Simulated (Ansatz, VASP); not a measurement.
# NiO (rocksalt prototype): VASP beside Ansatz, part 2 of 3

Wanted: the spread between two codes on one cell, functional and k mesh. The start cell is built, not measured: As first built, before any earlier steps moved the atoms (in the runner's words): rocksalt prototype, lattice guessed from radii. The cell is taken from a series of runs on this material, whose earlier steps may have relaxed, scaled, displaced or heated it; both programs get it as it stands.

VASP 6.6.1 and Ansatz 0.2.0.

So far: The starting structure; Ansatz: single point, LDA, DFT+U, pair 1.

### Step 3. VASP: single point, LDA, DFT+U, pair 1

Level of this step: LDA, DFT+U (Ni d 2.4 eV), spin-polarised from a ferromagnetic start; plane waves and PAW (Ni, O) (VASP).

The same cell, functional (in two slightly different forms), mesh and smearing now go to VASP, with its own data sets.

Lines of VASP's logs that name or quote its potential files are left out, and so is its time.

Input file INCAR:

```
SYSTEM = NiO
PREC = Accurate
ENCUT = 520
EDIFF = 1E-06
NELM = 200
ISMEAR = -1
SIGMA = 0.05
LREAL = .FALSE.
ALGO = Normal
GGA = PW92
NBANDS = 27
ISPIN = 2
MAGMOM = 1.59 1.59 0.33 0.33
LDAU = .TRUE.
LDAUTYPE = 2
LDAUL = 2 -1
LDAUU = 2.4 0
LDAUJ = 0 0
LDAUPRINT = 1
LASPH = .TRUE.
LMAXMIX = 4
LORBIT = 11
LWAVE = .FALSE.
LCHARG = .FALSE.
ISIF = 2
GGA_COMPAT = .FALSE.
KPAR = 2
```

Input file POSCAR:

```
NiO
1.0
    0.0000000000     -2.1013440500     -2.1013440500
    0.0000000000      2.1013440500     -2.1013440500
    4.2026881000      0.0000000000      0.0000000000
Ni O
2 2
Direct
    0.5000000000      0.5000000000      0.5000000000
    0.0000000000      0.0000000000      0.0000000000
    0.5000000000      0.5000000000      0.0000000000
    0.0000000000      0.0000000000      0.5000000000
```

Input file KPOINTS:

```
Automatic mesh
0
Gamma
9 9 7
0 0 0
```

Potentials, in the order of the species: Ni and O (LDA family, release 64).

Launch:

```console
> mpirun -np 2 vasp_std
```

Numbers of over 12 decimals in the logs are rounded to 6 here.

The log of the run:

```text
[banner, memory and clock lines left out]
running    2 mpi-ranks, on    1 nodes
 distrk:  each k-point on    1 cores,    2 groups
 distr:  one band on    1 cores,    1 groups

 POSCAR found type information on POSCAR NiO
 POSCAR found :  2 types and       4 ions
|                                                                             |
|               ----> ADVICE to this user running VASP <----                  |
|                                                                             |
|     You enforced a specific xc type in the INCAR file but a different       |
|     [... a line on the potential file left out ...]
|     I HOPE YOU KNOW WHAT YOU ARE DOING!                                     |
|                                                                             |

 LDA part: xc-table for (Slater(with rela. corr.)+PW92), standard interpolation
 POSCAR, INCAR and KPOINTS ok, starting setup
 FFT: planning ... GRIDC
 FFT: planning ... GRID_SOFT
 FFT: planning ... GRID
 WAVECAR not read
 entering main loop
       N       E                     dE             d eps       ncg     rms          rms(c)
DAV:   1     0.252303794380E+03    0.25230E+03   -0.14782E+04  6776   0.154E+03
DAV:   2    -0.143956083628E+01   -0.25374E+03   -0.22836E+03  6686   0.341E+02
DAV:   3    -0.271466248561E+02   -0.25707E+02   -0.24290E+02  7146   0.118E+02
DAV:   4    -0.276825219398E+02   -0.53590E+00   -0.53368E+00  7154   0.173E+01
DAV:   5    -0.276936942592E+02   -0.11172E-01   -0.11171E-01  7806   0.245E+00    0.213E+01
DAV:   6    -0.256498162149E+02    0.20439E+01   -0.25634E+01  8187   0.867E+01    0.243E+01
DAV:   7    -0.244512703852E+02    0.11985E+01   -0.59158E+00  7967   0.583E+01    0.101E+01
DAV:   8    -0.247048443398E+02   -0.25357E+00   -0.82784E-01  9094   0.104E+01    0.676E+00
DAV:   9    -0.246980231895E+02    0.68212E-02   -0.15677E-01  8851   0.117E+01    0.202E+00
DAV:  10    -0.247271913196E+02   -0.29168E-01   -0.86731E-02  8250   0.433E+00    0.903E-01
DAV:  11    -0.247200830443E+02    0.71083E-02   -0.14913E-02  8986   0.313E+00    0.910E-02
DAV:  12    -0.247206960288E+02   -0.61298E-03   -0.58770E-03  6863   0.538E-01    0.927E-02
DAV:  13    -0.247206426397E+02    0.53389E-04   -0.75436E-05  9769   0.141E-01    0.553E-02
DAV:  14    -0.247206339995E+02    0.86402E-05   -0.15336E-04  7895   0.102E-01    0.236E-02
DAV:  15    -0.247206342234E+02   -0.22393E-06   -0.21427E-05  8475   0.445E-02    0.184E-02
DAV:  16    -0.247206331139E+02    0.11095E-05   -0.50543E-06  6767   0.530E-02    0.559E-03
DAV:  17    -0.247206330264E+02    0.87527E-07   -0.64704E-07  3621   0.184E-02
   1 F= -.24720633E+02 E0= -.24719032E+02  d E =-.320158E-02  mag=     3.9763
```

OUTCAR, selected parts (step 3):

```text
ion  position               nearest neighbor table
   1  0.500  0.500  0.500-   3 2.10   4 2.10   3 2.10   4 2.10   4 2.10   4 2.10   2 2.97   2 2.97
                             2 2.97   2 2.97   2 2.97   2 2.97   2 2.97   2 2.97
   2  0.000  0.000  0.000-   3 2.10   4 2.10   4 2.10   3 2.10   3 2.10   3 2.10   1 2.97   1 2.97
                             1 2.97   1 2.97   1 2.97   1 2.97   1 2.97   1 2.97
   3  0.500  0.500  0.000-   1 2.10   2 2.10   1 2.10   2 2.10   2 2.10   2 2.10
   4  0.000  0.000  0.500-   1 2.10   2 2.10   2 2.10   1 2.10   1 2.10   1 2.10

  LATTYP: Found a simple tetragonal cell.
 ALAT       =     2.9717492547
 C/A-ratio  =     1.4142135624

 Subroutine GETGRP returns: Found 16 space group operations
 (whereof 16 operations were pure point group operations)

The static configuration has the point symmetry D_4h.

 Found     60 irreducible k-points:

   k-points           NKPTS =     60   k-points in BZ     NKDIM =     60   number of bands    NBANDS=     27

   dimension x,y,z NGX =    24 NGY =   24 NGZ =   32
   dimension x,y,z NGXF=    48 NGYF=   48 NGZF=   64

   ENCUT  =  520.0 eV  38.22 Ry    6.18 a.u.   5.53  5.53  7.81*2*pi/ulx,y,z

   NELECT =      32.0000    total number of electrons

 k-points in reciprocal lattice and weights: Automatic mesh
   0.00000000  0.00000000  0.00000000       0.002
   0.11111111  0.00000000  0.00000000       0.007
   0.22222222  0.00000000  0.00000000       0.007
   0.33333333  0.00000000  0.00000000       0.007
   0.44444444  0.00000000  0.00000000       0.007
   0.11111111  0.11111111  0.00000000       0.007
   0.22222222  0.11111111  0.00000000       0.014
   0.33333333  0.11111111  0.00000000       0.014
   0.44444444  0.11111111  0.00000000       0.014
[...]
0.44444444  0.33333333  0.42857143       0.028
   0.44444444  0.44444444  0.42857143       0.014

atom =   1  type =  1  l = 2

 onsite density matrix

spin component  1

  0.9704  0.0000  0.0000 -0.0000  0.0000
  0.0000  0.9704  0.0000 -0.0000  0.0000
  0.0000  0.0000  1.0150 -0.0000 -0.0003
 -0.0000 -0.0000 -0.0000  0.9704 -0.0000
  0.0000  0.0000 -0.0003 -0.0000  1.0153

spin component  2

  0.9642  0.0000 -0.0000 -0.0000  0.0000
  0.0000  0.9641 -0.0000 -0.0000 -0.0000
 -0.0000 -0.0000  0.2178  0.0000  0.0004
 -0.0000 -0.0000  0.0000  0.9642  0.0000
  0.0000 -0.0000  0.0004  0.0000  0.2174

 occupancies and eigenvectors

[...]
0.0000 -0.0000 -0.0003 -0.0000  1.0153

spin component  2

  0.9642  0.0000 -0.0000  0.0000  0.0000
  0.0000  0.9641  0.0000 -0.0000 -0.0000
 -0.0000  0.0000  0.2178  0.0000  0.0004
  0.0000 -0.0000  0.0000  0.9642  0.0000
  0.0000 -0.0000  0.0004  0.0000  0.2174

 occupancies and eigenvectors

  o =  0.2172  v =  0.0000  0.0000  0.0000  0.0000  0.0000  0.0000  0.0000 -0.5000  0.0000  0.8660      0.0000  0.0000  0.0000  0.0000  0.0000  0.0000  0.0000  0.0000  0.0000  0.0000
  o =  0.2180  v =  0.0000  0.0000  0.0000  0.0000  0.0000  0.0000 -0.0000  0.8660 -0.0000  0.5000      0.0000  0.0000  0.0000  0.0000  0.0000  0.0000  0.0000  0.0000  0.0000  0.0000
  o =  0.9641  v =  0.0000  0.0000  0.0000  0.0000  0.0000  0.0000  1.0000  0.0000 -0.0000 -0.0000      0.0000  0.0000  0.0000  0.0000  0.0000  0.0000  0.0000  0.0000  0.0000  0.0000
  o =  0.9642  v =  0.0000  0.0000  0.0000  0.0000  0.0000  1.0000  0.0000  0.0000  0.0000  0.0000      0.0000  0.0000  0.0000  0.0000  0.0000  0.0000  0.0000  0.0000  0.0000  0.0000
  o =  0.9642  v =  0.0000  0.0000  0.0000  0.0000  0.0000  0.0000 -0.0000 -0.0000 -1.0000 -0.0000      0.0000  0.0000  0.0000  0.0000  0.0000  0.0000  0.0000  0.0000  0.0000  0.0000
  o =  0.9704  v =  0.0000  0.0000  0.0000  1.0000  0.0000  0.0000  0.0000  0.0000  0.0000  0.0000      0.0000  0.0000  0.0000  0.0000  0.0000  0.0000  0.0000  0.0000  0.0000  0.0000
  o =  0.9704  v =  1.0000  0.0000  0.0000  0.0000  0.0000  0.0000  0.0000  0.0000  0.0000  0.0000      0.0000  0.0000  0.0000  0.0000  0.0000  0.0000  0.0000  0.0000  0.0000  0.0000
  o =  0.9704  v =  0.0000 -1.0000 -0.0000  0.0000 -0.0000  0.0000  0.0000  0.0000  0.0000  0.0000      0.0000  0.0000  0.0000  0.0000  0.0000  0.0000  0.0000  0.0000  0.0000  0.0000
  o =  1.0149  v =  0.0000 -0.0000  0.8660 -0.0000  0.5000  0.0000  0.0000  0.0000  0.0000  0.0000      0.0000  0.0000  0.0000  0.0000  0.0000  0.0000  0.0000  0.0000  0.0000  0.0000
  o =  1.0154  v =  0.0000  0.0000  0.5000  0.0000 -0.8660  0.0000  0.0000  0.0000  0.0000  0.0000      0.0000  0.0000  0.0000  0.0000  0.0000  0.0000  0.0000  0.0000  0.0000  0.0000

 average (electrostatic) potential at core
       1 -84.3798       2 -84.3798       3 -69.2520       4 -69.2520

 E-fermi :   6.9729

 spin component 1
 k-point     1 :       0.0000    0.0000    0.0000
  band No.  band energies     occupation
    ...
     14       4.2868      1.00000
     15       4.2868      1.00000
     16       4.4929      1.00000
     17       4.4929      1.00000
     18       4.4933      1.00000
     19       8.7616      0.00000
     20      13.0885      0.00000
     21      17.6611      0.00000
     22      18.6912      0.00000
     23      23.4616      0.00000
    ...

 k-point     2 :       0.1111    0.0000    0.0000
  band No.  band energies     occupation
    ...
     14       4.2641      1.00000
     15       4.3417      1.00000
     16       4.3854      1.00000
     17       4.6206      1.00000
     18       4.9620      1.00000
     19       9.3519      0.00000
     20      13.4768      0.00000
     21      17.6295      0.00000
     22      18.3688      0.00000
     23      22.8067      0.00000
    ...

 k-point     3 :       0.2222    0.0000    0.0000
  band No.  band energies     occupation
    ...
     14       4.4043      1.00000
     15       4.4919      1.00000
     16       4.8348      1.00000
     17       5.1557      1.00000
     18       5.7761      1.00000
     19      10.6158      0.00000
     20      14.4430      0.00000
     21      17.4675      0.00000
     22      17.5667      0.00000
     23      20.8270      0.00000
    ...

 k-point     4 :       0.3333    0.0000    0.0000
  band No.  band energies     occupation
    ...
     14       4.5785      1.00000
     15       4.6943      1.00000
     16       4.9772      1.00000
     17       6.0521      1.00000
     18       6.4668      0.99996
     19      12.0270      0.00000
     20      15.6674      0.00000
     21      16.2106      0.00000
     22      17.5665      0.00000
     23      19.3183      0.00000
    ...

 k-point     5 :       0.4444    0.0000    0.0000
  band No.  band energies     occupation
    ...
     14       4.7040      1.00000
     15       4.8843      1.00000
     16       4.9935      1.00000
     17       6.6524      0.99836
     18       6.8010      0.96887
     19      13.4306      0.00000
     20      14.8251      0.00000
     21      17.0566      0.00000
     22      17.7666      0.00000
     23      18.3137      0.00000
    ...

 k-point     6 :       0.1111    0.1111    0.0000
  band No.  band energies     occupation
    ...
     14       4.3398      1.00000
     15       4.5762      1.00000
     16       4.7108      1.00000
     17       4.7111      1.00000
     18       4.7351      1.00000
     19       9.8990      0.00000
     20      13.8572      0.00000
     21      17.6051      0.00000
     22      18.2178      0.00000
     23      22.3087      0.00000
    ...

  Total       -3.6462574     -3.6596785     -3.6596785      0.0000000     -0.0000000      0.0000000
  in kB     -157.4006144   -157.9799727   -157.9799727      0.0000000     -0.0000000      0.0000000
  external PRESSURE =    -157.7868532 kB  Pullay stress =       0.0000000 kB

  energy-cutoff  :      520.00
  volume of cell :       37.12
      direct lattice vectors                 reciprocal lattice vectors
     0.000000000 -2.101344050 -2.101344050     0.000000000 -0.237942949 -0.237942949
     0.000000000  2.101344050 -2.101344050     0.000000000  0.237942949 -0.237942949
     4.202688100  0.000000000  0.000000000     0.237942949  0.000000000  0.000000000

 POSITION                                       TOTAL-FORCE (eV/Angst)
 -----------------------------------------------------------------------------------
      2.10134      0.00000     -2.10134         0.000000     -0.000000     -0.000000
      0.00000      0.00000      0.00000         0.000000      0.000000     -0.000000
      0.00000      0.00000     -2.10134        -0.000000      0.000000     -0.000000
      2.10134      0.00000      0.00000         0.000000     -0.000000      0.000000
 -----------------------------------------------------------------------------------
    total drift:                               -0.000000     -0.000000      0.000000

  FREE ENERGIE OF THE ION-ELECTRON SYSTEM (eV)
  ---------------------------------------------------
  free  energy   TOTEN  =       -24.7206330264 eV

  energy  without entropy=      -24.7174314456  energy(sigma->0) =      -24.71903224

 total charge
# of ion       s       p       d       tot
------------------------------------------
    1        0.337   0.405   8.244   8.985
    2        0.337   0.405   8.244   8.985
    3        1.538   3.413   0.000   4.952
    4        1.538   3.413   0.000   4.952
--------------------------------------------------
tot          3.750   7.636  16.487  27.874

 magnetization (x)
# of ion       s       p       d       tot
------------------------------------------
    1        0.010   0.015   1.614   1.639
    2        0.010   0.015   1.614   1.639
    3        0.027   0.277   0.000   0.304
    4        0.027   0.277   0.000   0.304
--------------------------------------------------
tot          0.074   0.584   3.228   3.886

[... 6 further parts left out ...]
```

The magnetic state follows from one typed start and may not be the lowest.

### Step 4. Side by side

Known differences besides the potentials themselves: VASP starts from the moments at which Ansatz ended; U acts on the PAW sphere in VASP and on atomic orbitals in Ansatz, so only states and trends compare; the data sets hold 48 valence electrons in Ansatz (on its default PAW (the set named soft_2) files) and 32 in VASP; the cutoff is 420 eV in Ansatz and 520 eV in VASP; VASP's log shows a relativistic correction to its local exchange, Ansatz's none; site moments are counted in spheres of each program's own size. Total energies have different zeros and are not compared.

Compared:

```csv
quantity,Ansatz,VASP,difference
total moment (μB),3.96,3.98,-0.02
moment on Ni1 (μB),1.59,1.64,-0.05
moment on Ni2 (μB),1.59,1.64,-0.05
moment on O3 (μB),0.33,0.30,+0.02
moment on O4 (μB),0.33,0.30,+0.02
```

### Step 5. Ansatz: single point, LDA, DFT+U, pair 2

With cell and atoms fixed, the geometry can't cause a difference; cores, projectors, grids and the points listed under the comparison can.

The cell is taken from a series of runs on this material, whose earlier steps may have relaxed, scaled, displaced or heated it; both programs get it as it stands.

Input file input.yaml:

```yaml
crystal:
  lattice:
    - [0.0, -2.10134405, -2.10134405]
    - [0.0, 2.10134405, -2.10134405]
    - [4.2026881, 0.0, 0.0]
  atoms:
    - { symbol: Ni, position: [0.5, 0.5, 0.5], spin: 2.0 }
    - { symbol: Ni, position: [0.0, 0.0, 0.0], spin: 2.0 }
    - { symbol: O, position: [0.5, 0.5, 0.0] }
    - { symbol: O, position: [0.0, 0.0, 0.5] }
magnetization:
  spin_polarized: true
kpoints:
  mp_grid: { grid: [9, 9, 7] }
hamiltonian:
  xc: lda
  hubbard:
    sites:
      - { species: Ni, l: d, u_eff: 3.6 }
      - { site: 0, l: d, u_eff: 3.6, starting_ns: [{ spin: up, occupation_matrix: ni1_major }, { spin: down, occupation_matrix: ni1_minor }] }
      - { site: 1, l: d, u_eff: 3.6, starting_ns: [{ spin: up, occupation_matrix: ni1_major }, { spin: down, occupation_matrix: ni1_minor }] }
    projectors: ortho-atomic
    occupation_matrices:
      ni1_major:
        matrix:
          - [0.997, 0.0, 0.0, 0.0, 0.0]
          - [0.0, 0.998, 0.0, 0.0, 0.0]
          - [0.0, 0.0, 0.998, 0.0, 0.0]
          - [0.0, 0.0, 0.0, 0.997, 0.0]
          - [0.0, 0.0, 0.0, 0.0, 0.998]
      ni1_minor:
        matrix:
          - [0.202, 0.0, 0.0, 0.0, 0.0]
          - [0.0, 0.995, 0.0, 0.0, 0.0]
          - [0.0, 0.0, 0.995, 0.0, 0.0]
          - [0.0, 0.0, 0.0, 0.202, 0.0]
          - [0.0, 0.0, 0.0, 0.0, 0.995]
scf:
  occupations: { method: fermi_dirac, width: 0.05 }
output:
  eigenvalues: true
```

Launch:

```console
> ansatz run input.yaml --threads 4 --pin off --max-ram 8192MiB --backend cpu --events-out ev --progress --plain --runs-dir out
```

The log of the run:

```text
[...]
Crystal: 4 atoms, lattice volume = 37.115 Å³
Basis set: ecut = 420 eV, 699 PW (Γ)
Bands: 32, of which v1, the nominal top of the filled ones, is band 24 counted from 1 (23 counted from 0)
Symmetry: 32 space group operations
[...]
k-points: 60 of 567
[...]
Starting moments: Σ|m| = 4 μB on 2 of 4 sites
[...]
k-point 1 ↑: bands = [... 20 lower, 9.7835, 10.1685, 10.1685, 10.9261, 10.9627, 10.9627, 15.5487, 19.4470, ... 4 higher]
  k-point 2 ↑: bands = [... 20 lower, 10.3274, 10.5824, 10.5824, 10.9372, 11.0436, 11.0436, 16.7894, 19.6623, ... 4 higher]
  k-point 59 ↓: bands = [... 20 lower, 11.3092, 11.3399, 14.4184, 14.4565, 15.0906, 15.1012, 22.1410, 22.1815, ... 4 higher]
Occupation matrices written to <dir>
[key lines of the parts left out:]
SCF converged after 12 iterations
Magnetization: 3.9994 μB (25.9997 up, 22.0003 down)
Free energy (F): -12652.163305 eV
Fermi energy:    13.432207 eV
```

### Step 6. VASP: single point, LDA, DFT+U, pair 2

The same cell, functional (in two slightly different forms), mesh and smearing now go to VASP, with its own data sets.

INCAR, as its differences from that of step 3:

```diff
@@ -12,3 +12,3 @@
 ISPIN = 2
-MAGMOM = 1.59 1.59 0.33 0.33
+MAGMOM = 1.63 1.63 0.3 0.3
 LDAU = .TRUE.
@@ -16,3 +16,3 @@
 LDAUL = 2 -1
-LDAUU = 2.4 0
+LDAUU = 3.6 0
 LDAUJ = 0 0
```

POSCAR is that of step 3.

KPOINTS is that of step 3.

Launch:

```console
> mpirun -np 2 vasp_std
```

The log of the run:

```text
[banner, memory and clock lines left out]
running    2 mpi-ranks, on    1 nodes
[...]
[... a notice as in an earlier step ...]

 LDA part: xc-table for (Slater(with rela. corr.)+PW92), standard interpolation
 POSCAR, INCAR and KPOINTS ok, starting setup
[...]
entering main loop
       N       E                     dE             d eps       ncg     rms          rms(c)
DAV:   1     0.253600148966E+03    0.25360E+03   -0.14819E+04  6768   0.154E+03
DAV:   2     0.654108575461E+00   -0.25295E+03   -0.22764E+03  6675   0.341E+02
DAV:   3    -0.255501776318E+02   -0.26204E+02   -0.24890E+02  7130   0.120E+02
DAV:   4    -0.260897874515E+02   -0.53961E+00   -0.53745E+00  7099   0.174E+01
[...]
DAV:  13    -0.241650998340E+02   -0.59703E-05   -0.11119E-04  9694   0.255E-01    0.281E-02
DAV:  14    -0.241651100677E+02   -0.10234E-04   -0.64451E-05  9458   0.868E-02    0.103E-02
DAV:  15    -0.241651103064E+02   -0.23866E-06   -0.63086E-06  7424   0.253E-02
   1 F= -.24165110E+02 E0= -.24165090E+02  d E =-.401652E-04  mag=     3.9996
```

OUTCAR, selected parts (step 6):

```text
  Total       -3.9229109     -3.9206813     -3.9206813     -0.0000000      0.0000000     -0.0000000
  in kB     -169.3431128   -169.2468664   -169.2468664     -0.0000000      0.0000000     -0.0000000
  external PRESSURE =    -169.2789485 kB  Pullay stress =       0.0000000 kB

 POSITION                                       TOTAL-FORCE (eV/Angst)
 -----------------------------------------------------------------------------------
      2.10134      0.00000     -2.10134         0.000000      0.000000     -0.000000
      0.00000      0.00000      0.00000         0.000000      0.000000     -0.000000
      0.00000      0.00000     -2.10134        -0.000000     -0.000000     -0.000000
      2.10134      0.00000      0.00000         0.000000     -0.000000      0.000000
 -----------------------------------------------------------------------------------
    total drift:                               -0.000000     -0.000000      0.000000

  FREE ENERGIE OF THE ION-ELECTRON SYSTEM (eV)
  ---------------------------------------------------
  free  energy   TOTEN  =       -24.1651103064 eV

  energy  without entropy=      -24.1650701412  energy(sigma->0) =      -24.16509022

 magnetization (x)
# of ion       s       p       d       tot
------------------------------------------
    1        0.010   0.014   1.666   1.690
    2        0.010   0.014   1.666   1.690
    3        0.025   0.249   0.000   0.274
    4        0.025   0.249   0.000   0.274
--------------------------------------------------
tot          0.069   0.527   3.331   3.928

[... 2 parts as in an earlier step ...]

[... 1 further part left out ...]
[key lines of the parts left out:]
E-fermi :   6.9986
```

The run ends at a pressure of -16.93 GPa.

### Step 7. Differences

What differs besides the data sets and the points named for the pairs above, as far as they apply: the data sets hold 48 valence electrons in Ansatz (on its default PAW (the set named soft_2) files) and 32 in VASP. Total energies have different zeros and are not compared.

The two programs side by side:

```csv
quantity,Ansatz,VASP,difference
total moment (μB),4.00,4.00,0.00
moment on Ni1 (μB),1.63,1.69,-0.06
moment on Ni2 (μB),1.63,1.69,-0.06
moment on O3 (μB),0.30,0.27,+0.03
moment on O4 (μB),0.30,0.27,+0.03
```

[end of part 2 of 3]

[Lines on the potential files, build, host, timing and source positions are cut from VASP's logs without a mark.]

[Logs are printed without paths, hosts, clocks, repeated set-up lines and the standing remarks that a program may print on its own settings, such as how far it seeks lower states.]

[Hosts, paths, dates, database ids (printed as entryN), source tags and the programs' standing remarks are cut or masked in the printed files.]
